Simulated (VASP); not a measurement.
An input for Quantum ESPRESSO's pw.x (written as the equivalent of a VASP run, and not itself run):

```
&CONTROL
  calculation = 'vc-relax'
  pseudo_dir = './pseudo'
  outdir = './out'
  tprnfor = .true.
  tstress = .true.
  nstep = 60
  forc_conv_thr = 0.00039
/
&SYSTEM
  ibrav = 0
  nat = 2
  ntyp = 2
  ecutwfc = 84
  occupations = 'smearing'
  smearing = 'methfessel-paxton'
  degauss = 0.00735
  input_dft = 'pbe'
/
&ELECTRONS
  conv_thr = 7.3e-08
  electron_maxstep = 100
/
&IONS
/
&CELL
/
ATOMIC_SPECIES
  Ga 69.723 Ga.upf
  N 14.007 N.upf
CELL_PARAMETERS angstrom
     2.7347218    0.0000000    0.0000000
    -0.0000000    2.7347218   -0.0000000
     0.0000000   -0.0000000    2.7347218
ATOMIC_POSITIONS crystal
  Ga   0.0000000  0.0000000  0.0000000
  N    0.5000000  0.5000000  0.5000000
K_POINTS automatic
  12 12 12 0 0 0
```

### Question
Translate this input to VASP (INCAR, KPOINTS, POSCAR, choice of POTCAR).

### Answer
Several could match; the one computed here: 
**INCAR**
```
ALGO=Normal
EDIFF=1E-6
EDIFFG=-0.01
ENCUT=520
GGA=PE
IBRION=2
ISIF=3
ISMEAR=1
LASPH=.True.
LCHARG=.False.
LMAXMIX=4
LREAL=.False.
LWAVE=.False.
NELM=100
NSW=60
PREC=Accurate
SIGMA=0.1
SYSTEM=GaN
```

KPOINTS:
```
K-points
0
gamma
  12 12 12
```

**POSCAR**
```
GaN
1.0
  2.7347218172   0.0000000000   0.0000000000
  0.0000000000   2.7347218172   0.0000000000
  0.0000000000   0.0000000000   2.7347218172
Ga N
1 1
Cartesian
  0.0000000000   0.0000000000   0.0000000000
  1.3673609086   1.3673609086   1.3673609086
```

POTCAR, in this order: Ga_d N (PBE.64 set). Program: vasp_std.

The two are equivalent in intent, not identical: the potentials are each code's own (VASP's PAW set, PseudoDojo norm-conserving files in pw.x), so ENCUT and ecutwfc are chosen apart and not converted; conv_thr bounds pw.x's estimated SCF error, while EDIFF bounds the energy change between steps; forc_conv_thr acts on force components and is met together with etot_conv_thr.

The structure was generated: GaN was put into the CsCl type type (Pm-3m), which need not be its known phase. This run relaxes it. Symmetry was kept, so distortions that lower it aren't found. The start is the result of an earlier pass.
